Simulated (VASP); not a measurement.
Output of a VASP run:

**OSZICAR**
```
...
       N       E                     dE             d eps       ncg     rms          rms(c)
DAV:   1    -0.116165272053E+02   -0.16178E-03   -0.39347E-03  6195   0.437E-01    0.776E-02
DAV:   2    -0.116164351682E+02    0.92037E-04   -0.18710E-04  5669   0.232E-01    0.474E-02
DAV:   3    -0.116163778441E+02    0.57324E-04   -0.80888E-05  6557   0.147E-01    0.326E-03
DAV:   4    -0.116163813777E+02   -0.35335E-05   -0.40067E-05  5390   0.709E-02    0.249E-03
DAV:   5    -0.116163815172E+02   -0.13952E-06   -0.21386E-06  8023   0.148E-02    0.673E-04
DAV:   6    -0.116163815144E+02    0.27740E-08   -0.53388E-08  3067   0.243E-03
   6 F= -.12778186E+02 E0= -.12778154E+02  d E =-.601663E-03
       N       E                     dE             d eps       ncg     rms          rms(c)
DAV:   1    -0.116166021694E+02   -0.22065E-03   -0.56530E-03  6195   0.524E-01    0.930E-02
DAV:   2    -0.116164701186E+02    0.13205E-03   -0.26899E-04  5669   0.278E-01    0.568E-02
DAV:   3    -0.116163879021E+02    0.82217E-04   -0.11606E-04  6536   0.177E-01    0.391E-03
DAV:   4    -0.116163930015E+02   -0.50994E-05   -0.57804E-05  5411   0.852E-02    0.300E-03
DAV:   5    -0.116163932018E+02   -0.20031E-06   -0.30923E-06  8024   0.179E-02    0.794E-04
DAV:   6    -0.116163931992E+02    0.25138E-08   -0.80290E-08  3219   0.291E-03
   7 F= -.12778187E+02 E0= -.12778164E+02  d E =-.603014E-03
       N       E                     dE             d eps       ncg     rms          rms(c)
DAV:   1    -0.116168017731E+02   -0.40857E-03   -0.17498E-02  6279   0.886E-01    0.124E-01
DAV:   2    -0.116165952986E+02    0.20647E-03   -0.75126E-04  6317   0.406E-01    0.753E-02
DAV:   3    -0.116164544736E+02    0.14083E-03   -0.22953E-04  7767   0.229E-01    0.492E-03
DAV:   4    -0.116164626743E+02   -0.82007E-05   -0.88990E-05  5362   0.103E-01    0.415E-03
DAV:   5    -0.116164627849E+02   -0.11058E-06   -0.34835E-06  7419   0.149E-02    0.192E-03
DAV:   6    -0.116164627893E+02   -0.44474E-08   -0.63008E-08  3395   0.603E-03
   8 F= -.12778257E+02 E0= -.12778264E+02  d E =-.700295E-04
       N       E                     dE             d eps       ncg     rms          rms(c)
DAV:   1    -0.116195937956E+02   -0.31310E-02   -0.15742E-01  6286   0.266E+00    0.374E-01
DAV:   2    -0.116177298775E+02    0.18639E-02   -0.67673E-03  6324   0.121E+00    0.226E-01
DAV:   3    -0.116164579353E+02    0.12719E-02   -0.20481E-03  7685   0.686E-01    0.147E-02
DAV:   4    -0.116165323210E+02   -0.74386E-04   -0.80664E-04  5383   0.310E-01    0.124E-02
DAV:   5    -0.116165331777E+02   -0.85674E-06   -0.30946E-05  7435   0.445E-02    0.582E-03
DAV:   6    -0.116165331666E+02    0.11063E-07   -0.65992E-07  4585   0.188E-02
   9 F= -.12778328E+02 E0= -.12778430E+02  d E =-.140804E-03
       N       E                     dE             d eps       ncg     rms          rms(c)
DAV:   1    -0.116166186547E+02   -0.85477E-04   -0.18587E-02  6146   0.868E-01    0.693E-02
DAV:   2    -0.116165964215E+02    0.22233E-04   -0.65505E-04  7554   0.296E-01    0.410E-02
DAV:   3    -0.116165536833E+02    0.42738E-04   -0.51448E-05  6793   0.122E-01    0.316E-03
DAV:   4    -0.116165560909E+02   -0.24076E-05   -0.27661E-05  5390   0.524E-02    0.213E-03
DAV:   5    -0.116165560749E+02    0.15956E-07   -0.13296E-06  6872   0.817E-03    0.111E-03
DAV:   6    -0.116165560626E+02    0.12338E-07   -0.81146E-08  3318   0.514E-03
  10 F= -.12778347E+02 E0= -.12778465E+02  d E =-.193706E-04
```

File OUTCAR:
```
------------------------ aborting loop because EDIFF is reached ----------------------------------------
 Edisp (eV)   -1.16179
  FORCE on cell =-STRESS in cart. coord.  units (eV):
  Direction    XX          YY          ZZ          XY          YZ          ZX
  --------------------------------------------------------------------------------------
  Total      -0.68195    -0.68398    -0.64283     0.00000     0.00000     0.00000
  in kB     -13.69371   -13.73449   -12.90820     0.00000     0.00000     0.00000
  external pressure =      -13.45 kB  Pullay stress =        0.00 kB
  volume of cell :       79.79
      direct lattice vectors                 reciprocal lattice vectors
     2.280496799 -3.854092039  0.000000000     0.219250472 -0.129732242 -0.000000000
     2.280496799  3.854092039 -0.000000000     0.219250472  0.129732242  0.000000000
     0.000000000 -0.000000000  4.538989940     0.000000000  0.000000000  0.220313333
 POSITION                                       TOTAL-FORCE (eV/Angst)
 -----------------------------------------------------------------------------------
      2.28050      2.65561      4.16101         0.000000     -0.002162     -0.005622
      2.28050      1.19848      1.89152         0.000000      0.002162     -0.005622
      2.28050     -1.19848      2.64747         0.000000     -0.002162      0.005622
      2.28050     -2.65561      0.37798         0.000000      0.002162      0.005622
 -----------------------------------------------------------------------------------
    total drift:                                0.000000      0.000000     -0.000000
  FREE ENERGIE OF THE ION-ELECTRON SYSTEM (eV)
  ---------------------------------------------------
  free  energy   TOTEN  =       -12.7783474976 eV

  energy  without entropy=      -12.7787009704  energy(sigma->0) =      -12.77846532

 reached required accuracy - stopping structural energy minimisation
```
(Selected blocks of OUTCAR.)

POSCAR:
```
Ga
1
    2.2448058765    -3.8624144777     0.0000000000
    2.2448058765     3.8624144777     0.0000000000
    0.0000000000     0.0000000000     4.6012210936
Ga
4
Direct
  0.1554533572   0.8445466428   0.9180552815
  0.3445466428   0.6554533572   0.4180552815
  0.6554533572   0.3445466428   0.5819447185
  0.8445466428   0.1554533572   0.0819447185
```

Q: Reconstruct the remaining input files.

A: One answer among several that fit: the input of the run itself, PBE GGA with D3 dispersion (Becke-Johnson damping), plane waves, VASP's PBE PAW potentials (set 64).

File KPOINTS:
```
Automatic mesh
0
Gamma
8 8 7
0 0 0
```

INCAR:
```
ALGO = Normal
EDIFF = 1E-7
EDIFFG = -0.01
ENCUT = 520
GGA = PE
IBRION = 2
ISIF = 4
ISMEAR = 1
IVDW = 12
LASPH = .True.
LCHARG = .False.
LMAXMIX = 4
LREAL = .False.
LWAVE = .False.
NELM = 100
NSW = 30
PREC = Accurate
SIGMA = 0.1
SYSTEM = Ga
```

POTCAR, in this order: Ga_d (PBE.64 set). Program: vasp_std.

The compound is Ga in the alpha structure. This cell is one point of a volume scan, at 1.03 of the reference volume. Symmetry was kept, so distortions that lower it aren't found.
